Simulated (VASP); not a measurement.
Here is the system:

```yaml
crystal:
  lattice:
    - [0.00000, 2.20830, 2.20830]
    - [2.20830, 0.00000, 2.20830]
    - [2.20830, 2.20830, 0.00000]
  atoms:
    - { symbol: Ti, position: [0.00000, 0.00000, 0.00000] }
    - { symbol: C, position: [0.50000, 0.50000, 0.50000] }
```

Level of theory: PBE GGA, VASP's PBE PAW potentials (set 64) (plane waves; VASP). Numerical set-up: 520 eV cut-off, 13×13×13 Γ-centred mesh, first-order Methfessel-Paxton smearing of 0.10 eV, potentials Ti_sv C.

Give the stress tensor in GPa (positive for a compressed cell).

```
-12.59    0.00    0.00
  0.00  -12.59    0.00
  0.00    0.00  -12.59
```
The pressure is its mean diagonal, -12.59 GPa.

The compound is TiC in the rock salt structure. The cell was not relaxed at this level.
